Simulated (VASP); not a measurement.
```xyz
4
Lattice="4.7463 0.0000 0.0000 0.0000 4.7463 0.0000 0.0000 0.0000 4.2560" Properties=species:S:1:pos:R:3 pbc="T T T"
Zn     2.3731     0.0000     4.0209
Zn     0.0000     2.3731     0.2351
S      0.0000     0.0000     0.0000
S      2.3731     2.3731     0.0000
```

Method: r2SCAN meta-GGA, VASP's PBE PAW potentials (set 64) (plane waves; VASP). Settings: 400 eV cut-off, 7×7×8 Γ-centred mesh, tetrahedra with Blöchl corrections, potentials Zn S.

The cores are frozen, which limits the accuracy of field gradients.

Q: Give the principal components of the electric field gradient (V/Å²) and the asymmetry η at each nucleus.

A: 
```json
[
 {"atom": "Zn1", "Vxx": "-60.8", "Vyy": "-60.8", "Vzz": "121.5", "η": "0.00"},
 {"atom": "Zn2", "Vxx": "-60.8", "Vyy": "-60.8", "Vzz": "121.5", "η": "0.00"},
 {"atom": "S3", "Vxx": "41.0", "Vyy": "41.0", "Vzz": "-82.0", "η": "0.00"},
 {"atom": "S4", "Vxx": "41.0", "Vyy": "41.0", "Vzz": "-82.0", "η": "0.00"}
]
```

The structure was generated: ZnS was put into the litharge type (P4/nmm), which need not be its known phase. It was relaxed first, which changed the volume by +24 %.
